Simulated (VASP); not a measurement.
Crystal: Ca3AsP.

```
Ca P As
1.0
     5.33390    0.00000    0.00000
     0.00000    5.33390    0.00000
     0.00000    0.00000    5.33390
Ca P As
3 1 1
Direct
  0.00000 0.50000 0.50000
  0.50000 0.00000 0.50000
  0.50000 0.50000 0.00000
  0.50000 0.50000 0.50000
  0.00000 0.00000 0.00000
```

The cell comes from a database or a generator and needn't be the stable form of this composition.

Base run:

```yaml
Program: VASP 6.6.1
Functional: LDA
Potentials_or_basis: VASP PAW LDA potentials, release 64 (Ca_sv, P, As)
Cutoff: 520 eV
k_mesh: 4 × 4 × 4
Occupations: gaussian, width 0.01 eV
Spin: no spin polarisation
```

Its results: band gap on the k mesh 0.05 eV, direct; pressure -2.7 GPa.

Task: The run is repeated on the same cell with these changes: functional from LDA to BLYP; potentials or basis from VASP PAW LDA potentials, release 64 (Ca_sv, P, As) to VASP PAW PBE potentials, release 64 (Ca_sv, P, As). What comes out?

Result: Band gap on the k mesh 0.31 eV, direct; pressure 1.3 GPa.

Caveats: the PAW data sets were made with another functional, which shifts forces and pressure a little (some runs).

A k mesh can miss the band edges.

Not every run made on this cell is shown here.
